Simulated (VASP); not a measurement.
```xyz
2
Lattice="0.0000 3.2369 3.2369 3.2369 0.0000 3.2369 3.2369 3.2369 0.0000" Properties=species:S:1:pos:R:3 pbc="T T T"
In     6.4738     6.4738     6.4738
Sb     1.6185     1.6185     1.6185
```

The numbers are results of AM05 GGA, VASP's PBE PAW potentials (set 64) (plane waves; VASP), not measurements. Settings: 520 eV cut-off, 10×10×10 Γ-centred mesh, first-order Methfessel-Paxton smearing of 0.10 eV, potentials In_d Sb.

Unless said otherwise, spin-orbit coupling is left out, though it shifts the bands of the heavy elements here.

**Question.** Estimate the energy per atom (σ→0), pressure, band gap (on the k-mesh) with the smallest direct gap where there is one.

**Answer.** 
```yaml
band gap (on the k-mesh): none (metal, semimetal or under 0.01 eV)
energy per atom (σ→0): -345.5 kJ/mol-atom
pressure: 1.35 GPa
```

The compound is InSb in the zinc blende structure. This cell is one point of a volume scan, at 0.97 of the reference volume.
